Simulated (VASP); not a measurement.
# Absorption of ZnO (zincite) from time-dependent hybrids, part 2 of 3

Wanted: excitation energies of ZnO (zincite) by functional. The cell is of the wurtzite type, one of the forms listed for this formula. The start is a cell from a database of measured crystal structures.

VASP 6.6.1, plane waves and PAW; the level of theory is named at each step.

So far. Step 3 (Empty bands, functional LDA): WAVECAR now holds 40 bands for 36 electrons. Its independent-particle dielectric tensor has xx, yy, zz = 9.0, 9.0, 8.1 on this mesh, which isn't tested for convergence in mesh or bands and lacks local fields.

### 4. Casida equation on LDA

This step: time-dependent LDA, Casida form; plane waves and PAW (Zn, O) (VASP 6.6.1).

The Casida equation, in the Tamm-Dancoff approximation (ANTIRES = 0), couples the pairs by a local exchange-correlation kernel; a semilocal kernel is short-ranged. On this coarse mesh the spectra break into peaks of single stars of k points, and those at the smallest gap weigh too much.

INCAR

```
SYSTEM = ZnO
PREC = Accurate
ENCUT = 420
ISMEAR = 0
SIGMA = 0.01
LREAL = .FALSE.
GGA = CA
NBANDS = 40
ALGO = TDHF
NBANDSO = 5
NBANDSV = 5
OMEGAMAX = 25
NEDOS = 1000
CSHIFT = 0.1
PRECFOCK = Fast
LWAVE = .FALSE.
LCHARG = .FALSE.
ANTIRES = 0
LFXC = .TRUE.
LADDER = .FALSE.
```

POSCAR

```
ZnO
1.0
    3.2493080000      0.0000000000      0.0000000000
   -1.6246540000      2.8139832727      0.0000000000
    0.0000000000      0.0000000000      5.2057090000
Zn O
2 2
Direct
    0.6666666667      0.3333333333      0.0000000000
    0.3333333333      0.6666666667      0.5000000000
    0.3333333333      0.6666666667      0.8790100000
    0.6666666667      0.3333333333      0.3790100000
```

KPOINTS

```
Automatic mesh
0
Gamma
6 6 4
0 0 0
```

The projector-augmented-wave data sets are Zn and O (PBE family, release 64).

On the command line:

```bash
$ mpirun -np 8 vasp_std
```

Output:

```text
[banner, memory and clock lines left out]
running    8 mpi-ranks, on    1 nodes
 distrk:  each k-point on    8 cores,    1 groups
 distr:  one band on    1 cores,    8 groups

 POSCAR found type information on POSCAR ZnO
 POSCAR found :  2 types and       4 ions
|                                                                             |
|           W    W    AA    RRRRR   N    N  II  N    N   GGGG   !!!           |
|           W    W   A  A   R    R  NN   N  II  NN   N  G    G  !!!           |
|           W    W  A    A  R    R  N N  N  II  N N  N  G       !!!           |
|           W WW W  AAAAAA  RRRRR   N  N N  II  N  N N  G  GGG   !            |
|           WW  WW  A    A  R   R   N   NN  II  N   NN  G    G                |
|           W    W  A    A  R    R  N    N  II  N    N   GGGG   !!!           |
|                                                                             |
|     For optimal performance we recommend to set                             |
|       NCORE = 2 up to number-of-cores-per-socket                            |
|     NCORE specifies how many cores store one orbital (NPAR=cpu/NCORE).      |
|     This setting can greatly improve the performance of VASP for DFT.       |
|     The default, NCORE=1 might be grossly inefficient on modern             |
|     multi-core architectures or massively parallel machines. Do your        |
|     Unfortunately you need to use the default for GW and RPA                |
|     calculations (for HF NCORE is supported but not extensively tested      |
|     yet).                                                                   |
|                                                                             |

|                                                                             |
|               ----> ADVICE to this user running VASP <----                  |
|                                                                             |
|     You enforced a specific xc type in the INCAR file but a different       |
|     [... a line on the potential file left out ...]
|     I HOPE YOU KNOW WHAT YOU ARE DOING!                                     |
|                                                                             |

|                                                                             |
|           W    W    AA    RRRRR   N    N  II  N    N   GGGG   !!!           |
|           W    W   A  A   R    R  NN   N  II  NN   N  G    G  !!!           |
|           W    W  A    A  R    R  N N  N  II  N N  N  G       !!!           |
|           W WW W  AAAAAA  RRRRR   N  N N  II  N  N N  G  GGG   !            |
|           WW  WW  A    A  R   R   N   NN  II  N   NN  G    G                |
|           W    W  A    A  R    R  N    N  II  N    N   GGGG   !!!           |
|                                                                             |
|     The default for ENCUTGWSOFT is different in this version of VASP.       |
|     please manually set ENCUTGWSOFT =280 in the INCAR file.                 |
|                                                                             |

 LDA part: xc-table for (Slater(with rela. corr.)+CA(PZ))
 , standard interpolation
 found WAVECAR, reading the header
 POSCAR, INCAR and KPOINTS ok, starting setup
 FFT: planning ... GRIDC
 FFT: planning ... GRID_SOFT
 FFT: planning ... GRID
 reading WAVECAR
 the WAVECAR file was read successfully
 initial charge from wavefunction
 available memory per node:     30.99 GB, setting MAXMEM to     31734

 The Fermi energy was updated, please check that it is located mid-gap
 values below the HOMO (VB) or above the LUMO (CB) will cause erroneous energies
 E-fermi :   1.1344

 the WAVEDER file was read successfully
 responsefunction array rank=     544
 LDA part: xc-table for (Slater(with rela. corr.)+CA(PZ))
 , standard interpolation

 min. memory requirement per mpi rank     84.7 MB, per node    677.5 MB

 Doing            0  frequencies on each core in blocks of            0
 parallelization over k-points
 Using distributed matrix
 Using distributed eigensolver
 allocating two-electron 4 orbital integral table    5    5    5    5
 BSE setting up matrix
 available memory per node:     30.93 GB, setting MAXMEM to     31667
 Calculate matrix elements of the BSE Hamiltonian:
 Workload is divided into blocks of two-electron 4 orbital integrals computed in
  parallel.
 Each block/integral has dimensions  of (   5,   5,   5,   5) orbitals
 Total number of blocks/integrals:                10440
 Number of spins:                                     1
 Number of kpoints:                                 144
 Spin channel:                                        1
  Number of blocks of unoccupied bands:               1
  Number of blocks of occupied bands:                 1
 Number of rows/columns of blocks:                  144

                                                        Time (sec)
               Integrals                 Ranks       Real         CPU
  [         1 -       1152/     10440]     8         0.76        0.00
  [      1153 -       2304/     10440]     8         1.52        0.00
  [      2305 -       3456/     10440]     8         2.25        0.00
  [      3457 -       4608/     10440]     8         2.98        0.00
  [      4609 -       5760/     10440]     8         3.75        0.00
  [      5761 -       6912/     10440]     8         4.50        0.00
  [      6913 -       8064/     10440]     8         5.24        0.00
  [      8065 -       9216/     10440]     8         5.98        0.00
  [      9217 -      10368/     10440]     8         6.74        0.00
  [     10369 -      10440/     10440]     8         6.84        0.00

 BSE redistributing all elements
 BSE diagonalizing matrix PDSYEVX_ZHEEVX_DESC
 BSE calculating oscillator strength
```

It took 12 s on 8 MPI ranks of AMD EPYC 9R45, shared host; peak memory 2 GiB; 78 s of CPU time.

OUTCAR, selected parts (step 4):

```text
 Found     21 irreducible k-points:

   k-points           NKPTS =     21   k-points in BZ     NKDIM =    144   number of bands    NBANDS=     40

   NELECT =      36.0000    total number of electrons

 E-fermi :   1.1344

[... 8 parts as in an earlier step ...]
```

This step gave:

| Item | Value |
| --- | --- |
| lowest excitation | 0.7346 eV |

The imaginary dielectric function has structure finer than the step of the table below, so its rows give means over 0.5 eV, whole bins alone (the curve runs from 0 to 25 eV). Peaks (eV: height): xx 0.75: 16.1, 2.00: 3.50, 3.18: 3.77, 4.80: 3.76, 6.43: 5.67, 10.46: 3.94; zz 0.80: 14.5, 2.50: 6.16, 3.25: 4.76, 5.18: 4.88, 6.81: 5.88, 7.43: 5.57, 9.13: 4.14.

From 5 filled and 5 empty bands alone, without any pair above OMEGAMAX = 25 eV, so strength is missing wherever others contribute; lines are broadened by CSHIFT, which also makes the tail under the first line. Imaginary dielectric function against photon energy; means over each step:

| photon energy (eV) | xx | zz |
| --- | --- | --- |
| 0.5 | 4.85 | 2.51 |
| 1.0 | 4.11 | 5.46 |
| 1.5 | 0.497 | 0.408 |
| 2.0 | 1.90 | 0.456 |
| 2.5 | 1.68 | 3.04 |
| 3.0 | 1.91 | 1.51 |
| 3.5 | 1.25 | 1.60 |
| 4.0 | 0.904 | 0.420 |
| 4.5 | 1.22 | 1.80 |
| 5.0 | 2.96 | 3.27 |
| 5.5 | 1.14 | 1.16 |
| 6.0 | 1.46 | 0.592 |
| 6.5 | 3.74 | 3.15 |
| 7.0 | 2.64 | 4.05 |
| 7.5 | 1.94 | 3.00 |
| 8.0 | 1.88 | 0.940 |
| 8.5 | 1.95 | 1.87 |
| 9.0 | 2.27 | 2.74 |
| 9.5 | 2.83 | 2.13 |
| 10.0 | 2.92 | 1.41 |
| 10.5 | 3.47 | 2.08 |
| 11.0 | 3.06 | 2.01 |
| 11.5 | 2.16 | 2.20 |
| 12.0 | 2.16 | 1.56 |
| 12.5 | 1.83 | 2.13 |
| 13.0 | 0.653 | 0.774 |
| 13.5 | 0.918 | 0.538 |
| 14.0 | 0.225 | 0.311 |
| 14.5 | 0.0635 | 0.121 |
| 15.0 | 0.0386 | 0.0375 |
| 15.5 | 0.0269 | 0.0246 |
| 16.0 | 0.0205 | 0.0186 |
| 16.5 | 0.0165 | 0.0154 |
| 17.0 | 0.0135 | 0.0120 |
| 17.5 | 0.0114 | 0.0101 |
| 18.0 | 0.00975 | 0.00857 |
| 18.5 | 0.00843 | 0.00742 |
| 19.0 | 0.00739 | 0.00646 |
| 19.5 | 0.00654 | 0.00572 |
| 20.0 | 0.00580 | 0.00509 |
| 20.5 | 0.00519 | 0.00455 |
| 21.0 | 0.00467 | 0.00408 |
| 21.5 | 0.00421 | 0.00370 |
| 22.0 | 0.00383 | 0.00337 |
| 22.5 | 0.00349 | 0.00306 |
| 23.0 | 0.00319 | 0.00280 |
| 23.5 | 0.00292 | 0.00258 |
| 24.0 | 0.00270 | 0.00237 |
| 24.5 | 0.00250 | 0.00219 |

The lowest excitation lies at 0.735 eV, +3 meV against the direct gap of these orbitals. Peak heights aren't converged with the mesh, least of all at the onset.

### 5. Random-phase approximation on LDA

This step: RPA spectrum on LDA; plane waves and PAW (Zn, O) (VASP 6.6.1).

With the exchange-correlation kernel off, only the local fields remain: the random-phase approximation.

INCAR, as its differences from that of step 4:

```diff
@@ -18,3 +18,3 @@
 ANTIRES = 0
-LFXC = .TRUE.
+LFXC = .FALSE.
 LADDER = .FALSE.
```

POSCAR is that of step 4.

KPOINTS is that of step 4.

On the command line:

```bash
$ mpirun -np 8 vasp_std
```

Output:

```text
[banner, memory and clock lines left out]
 LDA part: xc-table for (Slater(with rela. corr.)+CA(PZ))
 , standard interpolation
 found WAVECAR, reading the header
 POSCAR, INCAR and KPOINTS ok, starting setup
 FFT: planning ... GRIDC
 FFT: planning ... GRID_SOFT
 FFT: planning ... GRID
 reading WAVECAR
 the WAVECAR file was read successfully
 initial charge from wavefunction
 available memory per node:     31.28 GB, setting MAXMEM to     32028

 Doing            0  frequencies on each core in blocks of            0
 parallelization over k-points
 Using distributed matrix
 Using distributed eigensolver
 allocating two-electron 4 orbital integral table    5    5    5    5
 BSE setting up matrix
 available memory per node:     31.22 GB, setting MAXMEM to     31973
 Calculate matrix elements of the BSE Hamiltonian:
 Workload is divided into blocks of two-electron 4 orbital integrals computed in
  parallel.
 Each block/integral has dimensions  of (   5,   5,   5,   5) orbitals
 Total number of blocks/integrals:                10440
 Number of spins:                                     1
 Number of kpoints:                                 144
 Spin channel:                                        1
  Number of blocks of unoccupied bands:               1
  Number of blocks of occupied bands:                 1
 Number of rows/columns of blocks:                  144

                                                        Time (sec)
               Integrals                 Ranks       Real         CPU
  [         1 -       1152/     10440]     8         0.77        0.00
  [      1153 -       2304/     10440]     8         1.48        0.00
  [      2305 -       3456/     10440]     8         2.20        0.00
  [      3457 -       4608/     10440]     8         2.96        0.00
  [      4609 -       5760/     10440]     8         3.68        0.00
  [      5761 -       6912/     10440]     8         4.40        0.00
  [      6913 -       8064/     10440]     8         5.12        0.00
  [      8065 -       9216/     10440]     8         5.87        0.00
  [      9217 -      10368/     10440]     8         6.60        0.00
  [     10369 -      10440/     10440]     8         6.69        0.00

[... 8 parts as in an earlier step ...]
```

Run time: 12 s. Hardware: 8 MPI ranks; peak memory 1.9 GiB.

From OUTCAR (step 5):

```text
   NELECT =      36.0000    total number of electrons

 E-fermi :   1.1344

[... 9 parts as in an earlier step ...]

[... 1 further part left out ...]
```

Numbers from this step:

| Quantity | Value |
| --- | --- |
| lowest excitation | 0.7359 eV |

The imaginary dielectric function has structure finer than the step of the table below, so its rows give means over 1 eV, whole bins alone (the curve runs from 0 to 25 eV). Peaks (eV: height): xx 0.8: 16.0, 2.0: 3.41, 3.2: 3.71, 5.2: 3.48, 6.4: 5.38, 10.5: 3.95; zz 0.8: 14.4, 2.5: 6.04, 3.3: 4.59, 5.2: 4.84, 6.9: 5.67, 7.4: 5.85, 9.2: 4.18.

From 5 filled and 5 empty bands alone, without any pair above OMEGAMAX = 25 eV, so strength is missing wherever others contribute; lines are broadened by CSHIFT, which also makes the tail under the first line. Table of imaginary dielectric function by photon energy; means over each step:

| photon energy (eV) | xx | zz |
| --- | --- | --- |
| 1 | 4.27 | 3.90 |
| 2 | 1.62 | 1.04 |
| 3 | 1.58 | 2.12 |
| 4 | 0.873 | 0.694 |
| 5 | 2.19 | 2.52 |
| 6 | 1.89 | 0.955 |
| 7 | 2.79 | 4.02 |
| 8 | 1.87 | 1.39 |
| 9 | 2.13 | 2.53 |
| 10 | 3.09 | 1.57 |
| 11 | 2.99 | 2.32 |
| 12 | 2.27 | 1.95 |
| 13 | 1.05 | 1.06 |
| 14 | 0.371 | 0.338 |
| 15 | 0.0414 | 0.0556 |
| 16 | 0.0214 | 0.0195 |
| 17 | 0.0141 | 0.0129 |
| 18 | 0.0100 | 0.00886 |
| 19 | 0.00758 | 0.00666 |
| 20 | 0.00594 | 0.00520 |
| 21 | 0.00477 | 0.00418 |
| 22 | 0.00392 | 0.00343 |
| 23 | 0.00326 | 0.00286 |
| 24 | 0.00276 | 0.00241 |

The lowest excitation lies at 0.736 eV, +4 meV against the direct gap of these orbitals. Peak heights aren't converged with the mesh, least of all at the onset.

### 6. Orbitals for ground state at HSE06

This step: LDA; plane waves and PAW (Zn, O) (VASP 6.6.1).

A hybrid converges faster from good orbitals, so a cheap LDA run writes WAVECAR first.

INCAR

```
SYSTEM = ZnO
PREC = Accurate
ENCUT = 420
EDIFF = 1E-05
NELM = 100
ISMEAR = 0
SIGMA = 0.01
LREAL = .FALSE.
ALGO = Normal
GGA = CA
NBANDS = 24
LORBIT = 11
LWAVE = .TRUE.
LCHARG = .FALSE.
KPAR = 8
```

POSCAR is that of step 5.

KPOINTS is that of step 5.

On the command line:

```bash
$ mpirun -np 8 vasp_std
```

Output:

```text
[banner, memory and clock lines left out]
running    8 mpi-ranks, on    1 nodes
 distrk:  each k-point on    1 cores,    8 groups
 distr:  one band on    1 cores,    1 groups

 POSCAR found type information on POSCAR ZnO
 POSCAR found :  2 types and       4 ions
 [... a notice as in an earlier step ...]

 [... a notice as in an earlier step ...]

 LDA part: xc-table for (Slater(with rela. corr.)+CA(PZ))
 , standard interpolation
 POSCAR, INCAR and KPOINTS ok, starting setup
 FFT: planning ... GRIDC
 FFT: planning ... GRID_SOFT
 FFT: planning ... GRID
 WAVECAR not read
 entering main loop
       N       E                     dE             d eps       ncg     rms          rms(c)
[... 11 cycles as in an earlier step ...]
DAV:  12    -0.211934468696E+02    0.56195E-06   -0.42040E-05  1032   0.556E-02
   1 F= -.21193447E+02 E0= -.21193447E+02  d E =-.527787E-18
 writing wavefunctions
```

Wall time 2.2 s (8 MPI ranks); peak memory 0.98 GiB; 11 s of CPU time.

OUTCAR, selected parts (step 6):

```text
   NELECT =      36.0000    total number of electrons

 E-fermi :   0.8264

 k-point     1 :       0.0000    0.0000    0.0000
  band No.  band energies     occupation
    ...
     14      -0.0557      2.00000
     15      -0.0557      2.00000
     16       0.6934      2.00000
     17       0.7693      2.00000
     18       0.7693      2.00000
     19       1.5002      0.00000
     20       5.8436      0.00000
     21       8.8958      0.00000
     22      13.4034      0.00000
     23      13.4034      0.00000
    ...

  Total       -2.9063962     -2.9063962     -2.3914375      0.0000000     -0.0000000      0.0000000
  in kB      -97.8302420    -97.8302420    -80.4965635      0.0000000     -0.0000000      0.0000000
  external PRESSURE =     -92.0523492 kB  Pullay stress =       0.0000000 kB

 POSITION                                       TOTAL-FORCE (eV/Angst)
 -----------------------------------------------------------------------------------
      1.62465      0.93799      0.00000        -0.000000     -0.000000     -0.056061
     -0.00000      1.87599      2.60285         0.000000      0.000000     -0.056061
     -0.00000      1.87599      4.57587         0.000000     -0.000000      0.056061
      1.62465      0.93799      1.97302        -0.000000      0.000000      0.056061
 -----------------------------------------------------------------------------------
    total drift:                                0.000000      0.000000      0.000602

  FREE ENERGIE OF THE ION-ELECTRON SYSTEM (eV)
  ---------------------------------------------------
  free  energy   TOTEN  =       -21.1934468696 eV

  energy  without entropy=      -21.1934468696  energy(sigma->0) =      -21.19344687

[... 9 parts as in an earlier step ...]

[... 8 further parts left out ...]
```

Numbers from this step:

```
Fermi energy                   : 0.8264 eV
pressure                       : -9.205 GPa
gap on the k-mesh              : 0.7309 eV
least direct gap on the k-mesh : 0.7309 eV
```

The run ends at a pressure of -9.21 GPa, with forces up to 0.056 eV/Å.

[end of part 2 of 3]

[Lines on the potential files, build, host, timing and source positions are cut from VASP's logs without a mark.]

[Logs are printed without paths, hosts, clocks, repeated set-up lines and the standing remarks that a program may print on its own settings, such as how far it seeks lower states.]

[Hosts, paths, dates, database ids (printed as entryN), source tags and the programs' standing remarks are cut or masked in the printed files.]

[Pressures printed for these runs are not shown converged in the cutoff: they can be off by several GPa and have the wrong sign.]
